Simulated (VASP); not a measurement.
A VASP calculation is set up with these files.

File POSCAR:
```
BN
1
    0.0000000000     1.8065738483     1.8065738483
    1.8065738483     0.0000000000     1.8065738483
    1.8065738483     1.8065738483    -0.0000000000
B N
1 1
Direct
  0.0000000000   0.0000000000   0.0000000000
  0.2500000000   0.2500000000   0.2500000000
```

### KPOINTS
```
kpoints
0
Gamma
  12 12 12
0 0 0
```

**INCAR**
```
SYSTEM = BN
PREC = Accurate; ENCUT = 600; LREAL = .FALSE.
LASPH = .TRUE.
EDIFF = 1E-7; NELM = 100; ALGO = Normal
LMIXTAU = .TRUE.
ISMEAR = 0; SIGMA = 0.05
METAGGA = R2SCAN
ISIF = 2
LWAVE = .FALSE.; LCHARG = .FALSE.
```

POTCAR, in this order: B N (PBE.64 set). Program: vasp_std.

Write an equivalent input for Ansatz.

One equivalent input (not run):
Ansatz 0.2 input:
```yaml
crystal:
  lattice:
    - [0.0000000, 1.8065738, 1.8065738]
    - [1.8065738, 0.0000000, 1.8065738]
    - [1.8065738, 1.8065738, 0.0000000]
  atoms:
    - { symbol: B, position: [0.0000000, 0.0000000, 0.0000000] }
    - { symbol: N, position: [0.2500000, 0.2500000, 0.2500000] }
kpoints:
  mp_grid: { grid: [12, 12, 12] }
hamiltonian:
  xc: r2scan
  pseudopotentials: { kind: paw }
scf:
  occupations: { method: gaussian, width: 0.05 }
  max_iter: 100
output: { forces: true, stress: true, eigenvalues: true }
```
Limits of the translation: each code has its own PAW files, so the cut-off isn't converted (ENCUT is set for VASP's; basis.ecutwfc is left out, and Ansatz then takes the one that its files recommend); Ansatz stops its SCF on the density residual and VASP on the energy change (EDIFF).

The compound is BN in the zinc blende structure. It was relaxed first.
